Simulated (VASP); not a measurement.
The system is CaBr.

```xyz
4
Lattice="4.0841 0.0000 0.0000 -2.0421 3.5370 0.0000 0.0000 0.0000 9.6721" Properties=species:S:1:pos:R:3 pbc="T T T"
Br    2.0421    1.1790    5.1696
Br    0.0000    2.3580    0.3336
Ca    2.0421    1.1790    8.1295
Ca    0.0000    2.3580    3.2935
```

The cell comes from a database or a generator and needn't be the stable form of this composition.

* Program: VASP 6.6.1
* Task: single point
* Functional: PBE
* Potentials or basis: VASP PAW PBE potentials, release 64 (Br, Ca_sv)
* Cutoff: 520 eV
* k mesh: 8 × 8 × 3
* Occupations: fermi-dirac, width 0.05 eV
* Spin: no spin polarisation

On this cell: pressure 0.6 GPa; largest force 0.131 eV/Å; band gap on the k mesh none (metal or under the smearing width).

The same run follows on a disturbed copy (atoms moved at random, drawn with an rms of 0.05 Å):

```
Br Ca
1.0
     4.08415    0.00000    0.00000
    -2.04207    3.53698    0.00000
     0.00000    0.00000    9.67213
Br Ca
2 2
Direct
  0.67941 0.35303 0.53488
  0.33166 0.66420 0.03561
  0.67509 0.33224 0.84522
  0.33208 0.67124 0.33843
```

Problem. What does the disturbed cell give?

Solution. The energy (extrapolated to zero smearing) moves by +2.3 meV/atom; pressure 0.6 GPa; largest force 0.308 eV/Å; band gap on the k mesh none (metal or under the smearing width).

Forces on the atoms (eV/Å):
```
Br  -0.020 -0.042  0.125
Br   0.034  0.010  0.167
Ca  -0.035 -0.002 -0.306
Ca   0.022  0.034  0.015
```

Stress tensor (GPa, compression positive):
```
 0.38  0.07  0.02
 0.07  0.29 -0.05
 0.02 -0.05  1.24
```
